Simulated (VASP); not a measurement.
Here is the system:

```
CELL_PARAMETERS angstrom
      4.19687     0.00000     0.00000
      0.00000     4.19687     0.00000
      0.00000     0.00000     4.19687
ATOMIC_POSITIONS crystal
  Ba 0.00000 0.00000 0.00000
  Zr 0.50000 0.50000 0.50000
  O  0.50000 0.00000 0.50000
  O  0.00000 0.50000 0.50000
  O  0.50000 0.50000 0.00000
```

Method: AM05 GGA, VASP's PBE PAW potentials (set 64) (plane waves; VASP 6.6.1). Numerical set-up: 520 eV cut-off, Gaussian smearing of 0.050 eV, potentials Ba_sv Zr_sv O.

Unless said otherwise, spin-orbit coupling is left out, though it shifts the bands of the heavy elements here.

Problem. Give the energies of bands 12 to 23 at the high-symmetry points, in eV from the valence-band maximum.

Solution. 
| band | Γ | X | M | R |
|---|---|---|---|---|
| 12 | -1.46 | -3.67 | -3.79 | -3.75 |
| 13 | -1.46 | -1.92 | -3.76 | -3.75 |
| 14 | -1.46 | -1.92 | -3.68 | -3.52 |
| 15 | -0.99 | -1.81 | -2.42 | -2.56 |
| 16 | -0.99 | -1.75 | -2.42 | -2.56 |
| 17 | -0.99 | -1.75 | -0.94 | -2.56 |
| 18 | -0.23 | -1.69 | -0.94 | 0.00 |
| 19 | -0.23 | -0.46 | -0.80 | 0.00 |
| 20 | -0.23 | -0.46 | -0.08 | 0.00 |
| 21 | 3.12 | 3.56 | 5.63 | 5.93 |
| 22 | 3.12 | 5.66 | 5.63 | 5.93 |
| 23 | 3.12 | 5.66 | 6.42 | 5.93 |

The gap is indirect, 3.11 eV, from the valence maximum at R to the conduction minimum at Γ.

The compound is BaZrO3 in the cubic perovskite structure. It was relaxed first.
